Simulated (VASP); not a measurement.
Computed with PBE GGA, VASP's PBE PAW potentials (set 64) (plane waves; VASP).

VASP input:

### INCAR
```
# general
SYSTEM   =  InSb
PREC     =  Accurate
ENCUT    =  400   # plane-wave cut-off (eV)
LREAL    =  .False.   # projection in real space or not
LASPH    =  .True.

# electronic loop
EDIFF    =  1E-6
NELM     =  100   # most electronic steps
ALGO     =  Normal   # blocked Davidson
LMAXMIX  =  4

# smearing
ISMEAR   =  0
SIGMA    =  0.05   # width (eV)

# functional
GGA      =  PE   # PBE

# ions
IBRION   =  2
NSW      =  60   # most ionic steps
ISIF     =  3   # ions, shape and volume
EDIFFG   =  -0.01   # ionic stop

# output
LWAVE    =  .False.
LCHARG   =  .False.
```

### POSCAR
```
InSb
1
    0.0000000000     3.2400000000     3.2400000000
    3.2400000000     0.0000000000     3.2400000000
    3.2400000000     3.2400000000     0.0000000000
In Sb
1 1
Direct
  0.0000000000   0.0000000000   0.0000000000
  0.2500000000   0.2500000000   0.2500000000
```

### KPOINTS
```
Automatic mesh
0
Gamma
6 6 6
0 0 0
```

POTCAR, in this order: In_d Sb (PBE.64 set). Program: vasp_std.

Output

OUTCAR:
```
 ion  position               nearest neighbor table
   1  0.000  0.000  0.000-   2 2.81   2 2.81   2 2.81   2 2.81
   2  0.250  0.250  0.250-   1 2.81   1 2.81   1 2.81   1 2.81
  LATTYP: Found a face centered cubic cell.
 ALAT       =     6.4800000000
 Subroutine PRICEL returns:
 Original cell was already a primitive cell.
 Subroutine GETGRP returns: Found 24 space group operations
The static configuration has the point symmetry T_d .
The dynamic configuration has the point symmetry T_d .
 Subroutine INISYM returns: Found 24 space group operations
 Subroutine IBZKPT returns following result:
 Found     16 irreducible k-points:

 Following reciprocal coordinates:
            Coordinates               Weight
  0.000000  0.000000  0.000000      1.000000
  0.166667  0.000000  0.000000      8.000000
  0.333333  0.000000  0.000000      8.000000
  0.500000  0.000000  0.000000      4.000000
  0.166667  0.166667  0.000000      6.000000
  0.333333  0.166667  0.000000     24.000000
  0.500000  0.166667  0.000000     24.000000
 -0.333333  0.166667  0.000000     24.000000
 -0.166667  0.166667  0.000000     12.000000
...
```

File OSZICAR:
```
       N       E                     dE             d eps       ncg     rms          rms(c)
DAV:   1     0.102252838449E+03    0.10225E+03   -0.70650E+03   416   0.112E+03
DAV:   2    -0.181782171030E-01   -0.10227E+03   -0.10030E+03   441   0.292E+02
DAV:   3    -0.681467680029E+01   -0.67965E+01   -0.66181E+01   536   0.811E+01
DAV:   4    -0.699300691989E+01   -0.17833E+00   -0.17826E+00   536   0.161E+01
DAV:   5    -0.699780286682E+01   -0.47959E-02   -0.47958E-02   561   0.204E+00    0.419E+00
DAV:   6    -0.689758126415E+01    0.10022E+00   -0.18206E-01   562   0.740E+00    0.244E+00
DAV:   7    -0.688328991682E+01    0.14291E-01   -0.79604E-02   555   0.304E+00    0.650E-01
DAV:   8    -0.688434654420E+01   -0.10566E-02   -0.83525E-03   537   0.125E+00    0.274E-01
DAV:   9    -0.688496822953E+01   -0.62169E-03   -0.90347E-04   466   0.290E-01    0.853E-02
DAV:  10    -0.688505955675E+01   -0.91327E-04   -0.72601E-05   514   0.702E-02    0.352E-02
DAV:  11    -0.688510350904E+01   -0.43952E-04   -0.77031E-05   441   0.702E-02    0.192E-02
DAV:  12    -0.688510435343E+01   -0.84439E-06   -0.99463E-07   367   0.918E-03
   1 F= -.68851044E+01 E0= -.68849258E+01  d E =-.688510E+01
       N       E                     dE             d eps       ncg     rms          rms(c)
DAV:   1    -0.830033581321E+01   -0.14152E+01   -0.40197E+01   516   0.140E+02    0.664E+00
DAV:   2    -0.716763239386E+01    0.11327E+01   -0.22992E+00   506   0.321E+01    0.282E+00
DAV:   3    -0.693330841269E+01    0.23432E+00   -0.83231E-01   551   0.177E+01    0.981E-01
DAV:   4    -0.692915472319E+01    0.41537E-02   -0.26761E-02   451   0.192E+00    0.613E-01
DAV:   5    -0.692581275364E+01    0.33420E-02   -0.25643E-03   499   0.420E-01    0.367E-01
DAV:   6    -0.692522590735E+01    0.58685E-03   -0.10598E-03   491   0.404E-01    0.461E-02
DAV:   7    -0.692524582355E+01   -0.19916E-04   -0.13515E-04   550   0.218E-01    0.397E-02
DAV:   8    -0.692525174200E+01   -0.59184E-05   -0.53542E-05   436   0.124E-01    0.476E-03
DAV:   9    -0.692525240491E+01   -0.66291E-06   -0.18740E-06   422   0.140E-02
   2 F= -.69252524E+01 E0= -.69250739E+01  d E =-.401481E-01
       N       E                     dE             d eps       ncg     rms          rms(c)
DAV:   1    -0.703277297690E+01   -0.10752E+00   -0.25588E+00   521   0.305E+01    0.201E+00
DAV:   2    -0.694464151157E+01    0.88131E-01   -0.20242E-01   501   0.101E+01    0.707E-01
DAV:   3    -0.693079602391E+01    0.13845E-01   -0.41875E-02   541   0.402E+00    0.377E-01
DAV:   4    -0.693052401790E+01    0.27201E-03   -0.12535E-03   421   0.317E-01    0.250E-01
DAV:   5    -0.693034979368E+01    0.17422E-03   -0.24334E-04   477   0.149E-01    0.102E-01
DAV:   6    -0.693035466882E+01   -0.48751E-05   -0.69600E-05   616   0.839E-02    0.221E-02
DAV:   7    -0.693035216328E+01    0.25055E-05   -0.50779E-06   476   0.335E-02    0.369E-03
DAV:   8    -0.693035192384E+01    0.23943E-06   -0.90142E-07   318   0.147E-02
   3 F= -.69303519E+01 E0= -.69301734E+01  d E =-.452476E-01
```

**OUTCAR**
```
------------------------ aborting loop because EDIFF is reached ----------------------------------------
  FORCE on cell =-STRESS in cart. coord.  units (eV):
  Direction    XX          YY          ZZ          XY          YZ          ZX
  --------------------------------------------------------------------------------------
  Total        0.0089457      0.0089457      0.0089457     -0.0000000     -0.0000000      0.0000000
  in kB        0.1964718      0.1964718      0.1964718     -0.0000000     -0.0000000      0.0000000
  external PRESSURE =       0.1964718 kB  Pullay stress =       0.0000000 kB
  volume of cell :       72.95
      direct lattice vectors                 reciprocal lattice vectors
    -0.000000000  3.316390771  3.316390771    -0.150766310  0.150766310  0.150766310
     3.316390771  0.000000000  3.316390771     0.150766310 -0.150766310  0.150766310
     3.316390771  3.316390771 -0.000000000     0.150766310  0.150766310 -0.150766310
  FREE ENERGIE OF THE ION-ELECTRON SYSTEM (eV)
  ---------------------------------------------------
  free  energy   TOTEN  =        -6.9303519238 eV

  energy  without entropy=       -6.9299948351  energy(sigma->0) =       -6.93017338

 reached required accuracy - stopping structural energy minimisation
```
(Selected blocks of OUTCAR.)

### CONTCAR
```
InSb
   1.00000000000000
    -0.0000000000000000    3.3163907709497753    3.3163907709497753
     3.3163907709497753    0.0000000000000000    3.3163907709497753
     3.3163907709497753    3.3163907709497753   -0.0000000000000000
  In              Sb
     1     1
Direct
     0.0000000000000000    0.0000000000000000    0.0000000000000000
     0.2500000000000000    0.2500000000000000    0.2500000000000000
```

Energy and stress use the plane-wave basis of the starting cell.

The compound is InSb in the zinc blende structure. This run relaxes it. Symmetry was kept, so distortions that lower it aren't found.
